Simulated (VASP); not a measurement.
# Hf3SnS4 (P-3m1) in VASP: further runs

The runs below take Hf3SnS4 through relaxation of cell and atoms, with PBE.

Everything below comes from runs of VASP 6.6.1. Logs are shortened: lines on timing, memory, paths and dates and some standing lists are left out, and cuts for length are marked.

### 1 Starting point

Symmetry: P-3m1, No. 164, trigonal system. The conventional cell has a = 3.594 Å, b = 3.594 Å, c = 17.583 Å, α = 90.00°, β = 90.00°, γ = 120.00°. Hf (site symmetry -3m) has 6 S at 2.54 Å as nearest neighbours. Hf (site symmetry 3m) has 3 S at 2.52 Å as nearest neighbours. Sn (site symmetry -3m) has 6 Hf at 3.09 Å as nearest neighbours. S (site symmetry 3m) has 3 Hf at 2.54 Å as nearest neighbours. S (site symmetry 3m) is surrounded by 3 Hf at 2.52 Å.

The cell was built by a generator and needn't be a form met in nature.

### 2 Relaxation of cell and atoms, PBE

File INCAR:

```
SYSTEM = Hf3SnS4
PREC = Accurate
ENCUT = 520
EDIFF = 1E-6
ISMEAR = 0
SIGMA = 0.1
LREAL = .False.
LASPH = .True.
NELM = 120
ALGO = Normal
ISIF = 3
LWAVE = .False.
LCHARG = .False.
GGA = PE
IBRION = 2
NSW = 90
EDIFFG = -0.01
KPAR = 4
```

File KPOINTS:

```
Automatic mesh
0
Gamma
  10 10 2
  0 0 0
```

File POSCAR:

```
Hf3SnS4
1.0
    3.5942185500      0.0000000000      0.0000000000
   -1.7971092700      3.1126845700      0.0000000000
    0.0000000000      0.0000000000     17.5830000000
Hf Sn S
3 1 4
Direct
    0.0000000000      0.0000000000      0.0000000000
    0.6666666700      0.3333333300      0.6303816200
    0.3333333300      0.6666666700      0.3696183800
    0.0000000000      0.0000000000      0.5000000000
    0.6666666700      0.3333333300      0.9167377600
    0.3333333300      0.6666666700      0.0832622400
    0.3333333300      0.6666666700      0.7115395600
    0.6666666700      0.3333333300      0.2884604400
```

Potentials or basis: VASP PAW PBE potentials, release 64 (Hf_pv, Sn_d, S).

Started as:

```
> cat potpaw_PBE.64/Hf_pv/POTCAR potpaw_PBE.64/Sn_d/POTCAR potpaw_PBE.64/S/POTCAR > POTCAR
> mpirun -np 4 vasp_std > vasp.out
```

OUTCAR:

```text
SYSTEM = Hf3SnS4
   PREC = Accurate
   ENCUT = 520
   EDIFF = 1E-6
   ISMEAR = 0
   LREAL = .False.
   LASPH = .True.
   NELM = 120
   ISIF = 3
   GGA = PE
   IBRION = 2
   NSW = 90
   EDIFFG = -0.01

 ion  position               nearest neighbor table
   1  0.000  0.000  0.000-   5 2.54   6 2.54   6 2.54   5 2.54   5 2.54   6 2.54
   2  0.667  0.333  0.630-   7 2.52   7 2.52   7 2.52   4 3.09   4 3.09   4 3.09
   3  0.333  0.667  0.370-   8 2.52   8 2.52   8 2.52   4 3.09   4 3.09   4 3.09
   4  0.000  0.000  0.500-   2 3.09   3 3.09   3 3.09   2 3.09   2 3.09   3 3.09
   5  0.667  0.333  0.917-   1 2.54   1 2.54   1 2.54
   6  0.333  0.667  0.083-   1 2.54   1 2.54   1 2.54
   7  0.333  0.667  0.712-   2 2.52   2 2.52   2 2.52
   8  0.667  0.333  0.288-   3 2.52   3 2.52   3 2.52

  LATTYP: Found a hexagonal cell.
 ALAT       =     3.5942185500
 C/A-ratio  =     4.8920230519

  Lattice vectors:

 A1 = (   3.5942185500,   0.0000000000,   0.0000000000)
 A2 = (  -1.7971092700,   3.1126845700,   0.0000000000)
 A3 = (   0.0000000000,   0.0000000000,  17.5830000000)

Analysis of symmetry for initial positions (statically):
=====================================================================
 Subroutine PRICEL returns:
 Original cell was already a primitive cell.

 Routine SETGRP: Setting up the symmetry group for a
 hexagonal supercell.

 Subroutine GETGRP returns: Found 12 space group operations
 (whereof 12 operations were pure point group operations)
 out of a pool of 24 trial point group operations.

The static configuration has the point symmetry D_3d.

Analysis of symmetry for dynamics (positions and initial velocities):
=====================================================================
 Subroutine PRICEL returns:
 Original cell was already a primitive cell.

 Routine SETGRP: Setting up the symmetry group for a
 hexagonal supercell.

 Subroutine GETGRP returns: Found 12 space group operations
 (whereof 12 operations were pure point group operations)
 out of a pool of 24 trial point group operations.

The dynamic configuration has the point symmetry D_3d.

 Subroutine INISYM returns: Found 12 space group operations
 (whereof 12 operations are pure point group operations),
 and found     1 'primitive' translations

----------------------------------------------------------------------------------------

                                     Primitive cell

  volume of cell :     196.7128

  direct lattice vectors                    reciprocal lattice vectors
     3.594218550  0.000000000  0.000000000     0.278224595  0.160633044  0.000000000
    -1.797109270  3.112684570  0.000000000     0.000000000  0.321266090  0.000000000
     0.000000000  0.000000000 17.583000000     0.000000000  0.000000000  0.056873116

  length of vectors
     3.594218550  3.594218547 17.583000000     0.321266089  0.321266090  0.056873116

  position of ions in fractional coordinates (direct lattice)
     0.000000000  0.000000000  0.000000000
     0.666666670  0.333333330  0.630381620
     0.333333330  0.666666670  0.369618380
     0.000000000  0.000000000  0.500000000
     0.666666670  0.333333330  0.916737760
     0.333333330  0.666666670  0.083262240
     0.333333330  0.666666670  0.711539560
     0.666666670  0.333333330  0.288460440

  ion indices of the primitive-cell ions
   primitive index   ion index
                 1           1
                 2           2
                 3           3
                 4           4
                 5           5
                 6           6
                 7           7
                 8           8

----------------------------------------------------------------------------------------

 KPOINTS: Automatic mesh

Automatic generation of k-mesh.
 Grid dimensions read from file:
 generate k-points for:   10   10    2

 Generating k-lattice:

  Cartesian coordinates                     Fractional coordinates (reciprocal lattice)
     0.027822459  0.016063304  0.000000000     0.100000000  0.000000000  0.000000000
     0.000000000  0.032126609  0.000000000     0.000000000  0.100000000  0.000000000
     0.000000000  0.000000000  0.028436558     0.000000000  0.000000000  0.500000000

  Length of vectors
     0.032126609  0.032126609  0.028436558

  Shift w.r.t. Gamma in fractional coordinates (k-lattice)
     0.000000000  0.000000000  0.000000000

 Subroutine IBZKPT returns following result:
 ===========================================

 Found     28 irreducible k-points:

 Following reciprocal coordinates:
            Coordinates               Weight
  0.000000  0.000000  0.000000      1.000000
  0.100000 -0.000000  0.000000      6.000000
  0.200000 -0.000000  0.000000      6.000000
  0.300000  0.000000  0.000000      6.000000
  0.400000 -0.000000  0.000000      6.000000
  0.500000  0.000000  0.000000      3.000000
[... 16 lines left out ...]
  0.300000  0.100000  0.500000     12.000000
  0.400000  0.100000  0.500000     12.000000
 [... further k-points ...]
   k-points           NKPTS =     28   k-points in BZ     NKDIM =     28   number of bands    NBANDS=     40
   number of dos      NEDOS =    301   number of ions     NIONS =      8
   total plane-waves  NPLWV = 109760
   dimension x,y,z NGX =    28 NGY =   28 NGZ =  140
   dimension x,y,z NGXF=    56 NGYF=   56 NGZF=  280
   ions per type =               3   1   4
   NGX,Y,Z   is equivalent  to a cutoff of  12.95, 12.95, 13.24 a.u.
   NGXF,Y,Z  is equivalent  to a cutoff of  25.90, 25.90, 26.47 a.u.
 SYSTEM =  Hf3SnS4
   PREC   = accura    normal or accurate (medium, high low for compatibility)
   ISTART =      0    job   : 0-new  1-cont  2-samecut
   ICHARG =      2    charge: 1-file 2-atom 10-const
   ISPIN  =      1    spin polarized calculation?
   LNONCOLLINEAR =      F non collinear calculations
   LSORBIT =      F    spin-orbit coupling
   LASPH  =      T    aspherical Exc in radial PAW
   ENCUT  =  520.0 eV  38.22 Ry    6.18 a.u.   6.68  6.68 32.69*2*pi/ulx,y,z
   NELM   =    120;   NELMIN=  2; NELMDL= -5     # of ELM steps
   EDIFF  = 0.1E-05   stopping-criterion for ELM
   LREAL  =      F    real-space projection
   EDIFFG = -.1E-01   stopping-criterion for IOM
   NSW    =     90    number of steps for IOM
   IBRION =      2    ionic relax: 0-MD 1-quasi-New 2-CG
   NFREE  =      1    steps in history (QN), initial steepest desc. (CG)
   ISIF   =      3    stress and relaxation
   ISYM   =      2    0-nonsym 1-usesym 2-fastsym
   POTIM  = 0.5000    time-step for ionic-motion
   TEBEG  =    0.0;   TEEND  =   0.0 temperature during run
   PSTRESS=    0.0 pullay stress
   NELECT =      68.0000    total number of electrons
   NUPDOWN=      -1.0000    fix difference up-down
   EMIN   =  10.00;   EMAX   =-10.00  energy-range for DOS
   EFERMI =   0.00;   METHOD = LEGACY
   ISMEAR =     0;   SIGMA  =   0.10  broadening in eV -4-tet -1-fermi 0-gaus
   EFERMI_NEDOS =   21; number of points for ismear=-14 and -15
   IALGO  =     38    algorithm
   IMIX   =      4    mixing-type and parameters
     AMIX     =   0.40;   BMIX     =  1.00
     AMIX_MAG =   1.60;   BMIX_MAG =  1.00
  volume/ion in A,a.u.               =      24.59       165.94
  Fermi-wavevector in a.u.,A,eV,Ry     =   1.148948  2.171196 17.960791  1.320081
  Thomas-Fermi vector in A             =   2.285620
   LORBIT       =      0    0 simple, 1 ext, 2 COOP (PROOUT), +10 PAW based schemes
   GGA     = PE    functional components
   LHFCALC =     F    Hartree Fock is set to
   AEXX    =    0.0000 exact exchange contribution
   IVDW    =     0    specifies the selected vdW correction
   LEPSILON=     F    determine dielectric tensor
   LRPA    =     F    only Hartree local field effects (RPA)
 conjugate gradient relaxation of ions
 non-spin polarized calculation
 Gauss-broadening in eV      SIGMA  =   0.10
  energy-cutoff  :      520.00
  volume of cell :      196.71
 maximum number of plane-waves:      5346
 NGX is ok and might be reduce to    28
   NGX = 13   NGY = 13   NGZ = 65

--------------------------------------- Ionic step        1  -------------------------------------------

 number of electron      68.0000005 magnetization

 Free energy of the ion-electron system (eV)
  ---------------------------------------------------
  ext. energy  EPLUGINS =         0.00000000
  ---------------------------------------------------
  free energy    TOTEN  =       -59.70959931 eV

  energy without entropy =      -59.69093497  energy(sigma->0) =      -59.70026714

------------------------ aborting loop because EDIFF is reached ----------------------------------------

  FORCE on cell =-STRESS in cart. coord.  units (eV):
  Direction    XX          YY          ZZ          XY          YZ          ZX
  --------------------------------------------------------------------------------------
  -------------------------------------------------------------------------------------
  Total       -0.8649341     -0.8649341     -2.4417464     -0.0000000      0.0000000     -0.0000000
  in kB       -7.0446763     -7.0446763    -19.8874256     -0.0000000      0.0000000     -0.0000000
  external PRESSURE =     -11.3255927 kB  Pullay stress =       0.0000000 kB
[... 107 lines left out ...]
  FREE ENERGIE OF THE ION-ELECTRON SYSTEM (eV)
  ---------------------------------------------------
  free  energy   TOTEN  =       -59.7285415446 eV

  energy  without entropy=      -59.7090634867  energy(sigma->0) =      -59.71880252

 E-fermi :   4.4114     XC(G=0):  -9.4230

 val. band max:        4.4107132200   @ k =   0.1000   0.1000   0.5000
 cond. band min:       4.4122294184   @ k =   0.3000   0.0000   0.5000
 fundamental gap:      0.0015161984
 Fermi energy:         4.4113804346

 k-point     1 :       0.0000    0.0000    0.0000
  band No.  band energies     occupation
      1     -27.3671      2.00000
      2     -27.2619      2.00000
      3     -27.2619      2.00000
      4     -27.2556      2.00000
      5     -27.2498      2.00000
      6     -27.1447      2.00000
[... 1021 lines left out ...]
     39       6.8188      0.00000
     40       7.2146      0.00000

 [... further k-points ...]

[... ionic steps 4 to 29 ...]

--------------------------------------- Ionic step       30  -------------------------------------------

 number of electron      68.0000004 magnetization

------------------------ aborting loop because EDIFF is reached ----------------------------------------

  FORCE on cell =-STRESS in cart. coord.  units (eV):
  Direction    XX          YY          ZZ          XY          YZ          ZX
  --------------------------------------------------------------------------------------
  -------------------------------------------------------------------------------------
  Total        0.0780427      0.0780427      0.0000724      0.0000000      0.0000000     -0.0000000
  in kB        0.6246232      0.6246232      0.0005797      0.0000000      0.0000000     -0.0000000
  external PRESSURE =       0.4166087 kB  Pullay stress =       0.0000000 kB
[... 69 lines left out ...]
  energy  without entropy=      -59.7268138144  energy(sigma->0) =      -59.73953916

--------------------------------------- Ionic step       32  -------------------------------------------

 number of electron      68.0000004 magnetization

 Free energy of the ion-electron system (eV)
  ---------------------------------------------------
  ext. energy  EPLUGINS =         0.00000000
  ---------------------------------------------------
  free energy    TOTEN  =       -59.75228031 eV

  energy without entropy =      -59.72679965  energy(sigma->0) =      -59.73953998

 E-fermi :   4.3018     XC(G=0):  -9.3334

 val. band max:        4.2987871465   @ k =   0.3000   0.0000   0.0000
 cond. band min:       4.3030016468   @ k =   0.3000   0.0000   0.5000
 fundamental gap:      0.0042145004
 Fermi energy:         4.3017605612

 k-point     1 :       0.0000    0.0000    0.0000
  band No.  band energies     occupation
      1     -27.4756      2.00000
      2     -27.3683      2.00000
      3     -27.3683      2.00000
      4     -27.3611      2.00000
      5     -27.3552      2.00000
      6     -27.2491      2.00000
[... 1058 lines left out ...]
  FREE ENERGIE OF THE ION-ELECTRON SYSTEM (eV)
  ---------------------------------------------------
  free  energy   TOTEN  =       -59.7522803077 eV

  energy  without entropy=      -59.7267996501  energy(sigma->0) =      -59.73953998

 reached required accuracy - stopping structural energy minimisation
```

Wall time 17 min (4 MPI ranks of Intel Xeon Platinum 8488C (Sapphire Rapids), shared host); peak memory 0.49 GiB.

Results:

```yaml
Free_energy: -59.7523 eV
Relaxed_volume: 25.04 Å³/atom
Relaxed_cell: a = 3.609 Å, b = 3.609 Å, c = 17.760 Å, α = 90.00°, β = 90.00°, γ = 120.00°
Space_group_after_relaxing_to_0.05_Å: P-3m1 (No. 164)
Energy_gained_by_relaxing: 5.3 meV/atom
Ionic_steps: 32
Pressure_after_relaxing: 0.0 GPa
Largest_force_after_relaxing: 0.010 eV/Å
Band_gap_on_the_k_mesh: none (metal or under the smearing width)
```

Forces on the atoms (eV/Å):
```
Hf   0.000  0.000  0.000
Hf   0.000  0.000 -0.010
Hf   0.000  0.000  0.010
Sn   0.000  0.000  0.000
S    0.000  0.000 -0.005
S    0.000  0.000  0.005
S    0.000  0.000 -0.001
S    0.000  0.000  0.001
```

Stress tensor (GPa, compression positive):
```
 0.03  0.00  0.00
 0.00  0.03  0.00
 0.00  0.00 -0.05
```

Step by step:
```csv
step,energy change (eV),largest force (eV/Å),pressure (GPa),volume (Å³)
1,0.0000,0.4517,-1.13,196.71
2,-0.0077,0.4037,1.61,191.80
3,-0.0189,0.2478,0.38,193.92
4,-0.0305,0.1267,0.13,194.28
5,-0.0349,0.1666,-0.19,194.75
6,-0.0350,0.1618,-0.16,194.69
7,-0.0375,0.0729,0.02,194.03
8,-0.0378,0.0296,0.11,193.72
9,-0.0378,0.0639,-0.16,194.17
10,-0.0379,0.0344,-0.03,193.94
11,-0.0381,0.0293,0.00,193.95
12,-0.0384,0.0414,0.07,193.98
13,-0.0386,0.0445,0.05,194.10
14,-0.0389,0.0517,-0.01,194.46
15,-0.0395,0.0666,-0.12,195.19
16,-0.0398,0.0965,-0.34,196.64
17,-0.0398,0.0960,-0.34,196.67
18,-0.0399,0.0946,-0.34,196.75
19,-0.0401,0.0912,-0.33,196.92
20,-0.0406,0.0847,-0.32,197.26
21,-0.0412,0.0717,-0.28,197.93
22,-0.0421,0.0455,-0.19,199.28
23,-0.0424,0.0145,-0.02,201.97
24,-0.0425,0.0115,-0.08,201.15
25,-0.0425,0.0243,-0.13,200.22
26,-0.0425,0.0196,-0.11,200.62
27,-0.0426,0.0158,-0.09,200.89
28,-0.0426,0.0085,-0.05,200.61
29,-0.0426,0.0196,0.11,199.80
30,-0.0427,0.0134,0.04,200.18
31,-0.0427,0.0117,0.01,200.33
32,-0.0427,0.0096,0.00,200.31
```

Final structure:
```cif
data_structure
_symmetry_space_group_name_H-M 'P 1'
_symmetry_Int_Tables_number 1
_cell_length_a 3.6089
_cell_length_b 3.6089
_cell_length_c 17.7597
_cell_angle_alpha 90.000
_cell_angle_beta 90.000
_cell_angle_gamma 120.000
_cell_volume 200.31
loop_
_atom_site_label
_atom_site_type_symbol
_atom_site_fract_x
_atom_site_fract_y
_atom_site_fract_z
_atom_site_occupancy
Hf1 Hf 0.00000 0.00000 0.00000 1
Hf2 Hf 0.66667 0.33333 0.62502 1
Hf3 Hf 0.33333 0.66667 0.37498 1
Sn1 Sn 0.00000 0.00000 0.50000 1
S1 S 0.66667 0.33333 0.91767 1
S2 S 0.33333 0.66667 0.08233 1
S3 S 0.33333 0.66667 0.70261 1
S4 S 0.66667 0.33333 0.29739 1
```

Caveat: this functional lacks dispersion, which binds the layers, so the pressure and a relaxed spacing across them are unreliable.

### 3 Relaxation of cell and atoms, PBE

This run uses another cell than the first one, of 25.04 Å³/atom, 1.018 times its volume.

Edit INCAR of step 2 so:

```diff
@@ -3,3 +3,3 @@
 ENCUT = 520
-EDIFF = 1E-6
+EDIFF = 1E-7
 ISMEAR = 0
@@ -15,4 +15,5 @@
 IBRION = 2
-NSW = 90
-EDIFFG = -0.01
+NSW = 60
+EDIFFG = -0.005
+POTIM = 0.3
 KPAR = 4
```

KPOINTS is that of step 2.

File POSCAR:

```
Hf3SnS4                                 
1.0
    3.6088648244      0.0000000000     -0.0000000000
   -1.8044324071      3.1253686157      0.0000000000
   -0.0000000000      0.0000000000     17.7597499468
  Hf              Sn              S             
     3     1     4
Direct
     0.0000000000000000    0.0000000000000000    0.0000000000000000
     0.6666666699999979    0.3333333300000021    0.6250245880781036
     0.3333333300000021    0.6666666699999979    0.3749754119218963
     0.0000000000000000    0.0000000000000000    0.5000000000000000
     0.6666666699999979    0.3333333300000021    0.9176698485929586
     0.3333333300000021    0.6666666699999979    0.0823301514070413
     0.3333333300000021    0.6666666699999979    0.7026112836875879
     0.6666666699999979    0.3333333300000021    0.2973887163124117
```

Potentials or basis: VASP PAW PBE potentials, release 64 (Hf_pv, Sn_d, S).

Started as:

```
> cat potpaw_PBE.64/Hf_pv/POTCAR potpaw_PBE.64/Sn_d/POTCAR potpaw_PBE.64/S/POTCAR > POTCAR
> mpirun -np 4 vasp_std > vasp.out
```

Run time: 3.8 min. Hardware: 4 MPI ranks of Intel Xeon Platinum 8488C (Sapphire Rapids), shared host; peak memory 0.47 GiB.

The run converged. Its results:

| Item | Value |
| --- | --- |
| Free energy | -59.7533 eV |
| Energy gained by relaxing | 0.0 meV/atom |
| Ionic steps | 7 |
| Pressure after relaxing | 0.0 GPa |
| Largest force after relaxing | 0.005 eV/Å |
| Band gap on the k mesh | none (metal or under the smearing width) |

Forces in eV/Å, atoms in the order of the input:
```
Hf   0.000  0.000  0.000
Hf   0.000  0.000  0.001
Hf   0.000  0.000 -0.001
Sn   0.000  0.000  0.000
S    0.000  0.000 -0.005
S    0.000  0.000  0.005
S    0.000  0.000 -0.004
S    0.000  0.000  0.004
```

Final structure:
```
Hf Sn S
1.0
     3.61056    0.00000    0.00000
    -1.80528    3.12684    0.00000
     0.00000    0.00000   17.74267
Hf Sn S
3 1 4
Direct
  0.00000 0.00000 0.00000
  0.66667 0.33333 0.62496
  0.33333 0.66667 0.37504
  0.00000 0.00000 0.50000
  0.66667 0.33333 0.91764
  0.33333 0.66667 0.08236
  0.33333 0.66667 0.70258
  0.66667 0.33333 0.29742
```

Levels at points of the mesh, in eV from the Fermi level:
```csv
k point,band 32,band 33,band 34,band 35,band 36,band 37
"(0.00, 0.00, 0.00)",-1.16,0.93,0.93,0.98,0.98,1.02
"(0.50, 0.00, 0.00)",-2.30,-2.20,-0.33,-0.09,0.04,0.45
"(0.00, 0.00, 0.50)",-1.16,0.93,0.93,0.98,0.98,1.07
"(0.50, 0.00, 0.50)",-2.30,-2.20,-0.33,-0.09,0.04,0.45
```

Caveat: this functional lacks dispersion, which binds the layers, so the pressure and a relaxed spacing across them are unreliable. The run has no spin-orbit coupling, so splittings on Hf are missing.
